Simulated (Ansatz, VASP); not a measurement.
# One calculation of Rb2Ge3, two programs

```
Rb Ge
1.0
    -4.38223    4.38223    4.38223
     4.38223   -4.38223    4.38223
     4.38223    4.38223   -4.38223
Rb Ge
4 6
Direct
  0.00000 0.25000 0.50000
  0.25000 0.25000 0.25000
  0.25000 0.50000 0.00000
  0.50000 0.00000 0.25000
  0.62500 0.25000 0.87500
  0.87500 0.62500 0.25000
  0.75000 0.62500 0.87500
  0.25000 0.87500 0.62500
  0.87500 0.75000 0.62500
  0.62500 0.87500 0.75000
```

Alike in both runs: functional PBE; k mesh 4 × 4 × 4; occupations gaussian, width 0.1 eV; no spin polarisation.

Ansatz relaxed the structure, and its values are those at the end. VASP's run is a single point on that final structure, the one shown.

```csv
,VASP,Ansatz
version,VASP 6.6.1,Ansatz 0.2.0
potentials or method,"VASP PAW PBE potentials, release 64 (Rb_sv, Ge_d)","scalar-relativistic, plane waves, PAW"
plane-wave cutoff (eV),520,420
valence electrons in the cell,120,120
```

Ansatz gave:

| Item | Value |
| --- | --- |
| gap on the k mesh at the Fermi level (eV) | none |
| pressure (GPa) | 0.1 |

Q: Estimate VASP's values.

A: gap on the k mesh at the Fermi level (eV): none; pressure (GPa): 0.2.

A gap of «none» marks a metal or a gap that the smearing closes.
